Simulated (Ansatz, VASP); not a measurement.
# One calculation of Rb3Tl, two programs

```
Rb Tl
1.0
     0.00000    4.91232    4.91232
     4.91232    0.00000    4.91232
     4.91232    4.91232    0.00000
Rb Tl
3 1
Direct
  0.25000 0.25000 0.25000
  0.75000 0.75000 0.75000
  0.50000 0.50000 0.50000
  0.00000 0.00000 0.00000
```

The cell comes from a database or a generator and needn't be the stable form of this composition.

Alike in both runs: task single point; functional LDA; k mesh 5 × 5 × 5; occupations fermi-dirac, width 0.2 eV; no spin polarisation.

```csv
,VASP,Ansatz
version,VASP 6.6.1,Ansatz 0.2.0
potentials or method,"VASP PAW LDA potentials, release 64 (Rb_sv, Tl_d)","plane waves, PAW"
plane-wave cutoff (eV),520,653
valence electrons in the cell,40,40
```

```csv
,VASP,Ansatz,Ansatz less VASP
pressure (GPa),-0.9,-0.9,+0.02
```

Spin-orbit coupling is left out, which matters for the levels of Tl.
